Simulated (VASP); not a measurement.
Consider the following.

```
CELL_PARAMETERS angstrom
      0.00000     2.47500     2.47500
      2.47500     0.00000     2.47500
      2.47500     2.47500     0.00000
ATOMIC_POSITIONS crystal
  Pb 0.00000 0.00000 0.00000
```

Computed with optB88-vdW, VASP's PBE PAW potentials (set 64) (plane waves; VASP 6.6.1). Run with 520 eV cut-off, 11×11×11 Γ-centred mesh, first-order Methfessel-Paxton smearing of 0.10 eV, potentials Pb_d.

Energy and stress use the plane-wave basis of the starting cell.

Question: The ions, cell shape and volume are relaxed. Give the cell that the relaxation ends in.

Answer: 
```
CELL_PARAMETERS angstrom
      0.00000     2.50515     2.50515
      2.50515     0.00000     2.50515
      2.50515     2.50515     0.00000
ATOMIC_POSITIONS crystal
  Pb 0.00000 0.00000 0.00000
```
Space group Fm-3m (225), at a tolerance of 0.03 Å.

Question: How do energy and volume change from the first to the last step?

Answer: The energy (σ→0) changes by -5.8 meV/atom and the volume by +3.7 %, in 3 ionic steps.

The compound is Pb in the fcc structure. This run relaxes it. Symmetry was kept, so distortions that lower it aren't found.
